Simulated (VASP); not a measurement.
A run of VASP 6.6.1:

Contents of INCAR:

```
SYSTEM = BaReCl
  PREC = Accurate
  ENCUT = 520
  EDIFF = 1E-6
  ISMEAR = -1
  SIGMA = 0.1
  LREAL = .FALSE.
  LASPH = .TRUE.
  NELM = 80
  ALGO = Fast
  ISIF = 2
  LWAVE = .FALSE.
  LCHARG = .FALSE.
  GGA = PE
  IVDW = 13
  NBANDS = 33
```

The input KPOINTS:

```
regular mesh
0
G
  4 4 3
  0 0 0
```

POSCAR

```
BaReCl
1.0
    4.5410380000      0.0000000000      0.0000000000
    0.0000000000      4.5410380000      0.0000000000
    0.0000000000      0.0000000000      7.4193640000
Ba Re Cl
2 2 2
Direct
    0.0000000000      0.5000000000      0.2150000000
    0.5000000000      0.0000000000      0.7850000000
    0.0000000000      0.0000000000      0.0000000000
    0.5000000000      0.5000000000      0.0000000000
    0.0000000000      0.5000000000      0.6500000000
    0.5000000000      0.0000000000      0.3500000000
```

Potentials or basis: VASP PAW PBE potentials, release 64 (Ba_sv, Re, Cl).

Launch:

```console
$ cat potpaw_PBE.64/Ba_sv/POTCAR potpaw_PBE.64/Re/POTCAR potpaw_PBE.64/Cl/POTCAR > POTCAR
$ mpirun -np 1 vasp_std > vasp.out
```

Hardware: 1 thread of Intel(R) Xeon(R) Platinum 8488C (Sapphire Rapids), with other jobs on the host.

Question: Estimate the wall time of this run.

Answer: Run time: 2.1 min on 1 thread of Intel(R) Xeon(R) Platinum 8488C (Sapphire Rapids) (shared host), peak memory 0.29 GiB. Counts: scf iterations 35, k points 12.
